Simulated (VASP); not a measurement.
Here is the system:

```
CELL_PARAMETERS angstrom
      4.80457     0.00000     0.00000
      0.00000     4.80457     0.00000
      0.00000     0.00000     3.24277
ATOMIC_POSITIONS crystal
  Sn 0.00000 0.00000 0.00000
  Sn 0.50000 0.50000 0.50000
  O  0.30638 0.30638 0.00000
  O  0.80638 0.19362 0.50000
  O  0.19362 0.80638 0.50000
  O  0.69362 0.69362 0.00000
```

These are TPSS meta-GGA, VASP's PBE PAW potentials (set 64) (plane waves; VASP 6.6.1) values and carry that method's errors. Run with 520 eV cut-off, 5×5×8 Γ-centred mesh, tetrahedra with Blöchl corrections, potentials Sn_d O.

Unless said otherwise, spin-orbit coupling is left out, though it shifts the bands of the heavy elements here.

Estimate the energy per atom (σ→0), band gap (over mesh and band path) with the smallest direct gap where there is one.

```
Quantity                                                 Value
---------------------------------------------  ---------------
band gap (over mesh and band path)                     0.88 eV
smallest direct gap (over mesh and band path)          0.88 eV
energy per atom (σ→0)                          -10.476 eV/atom
```

Total energies compare only between runs with the same potentials, cut-off and functional.

The compound is SnO2 in the rutile structure. It was relaxed first.
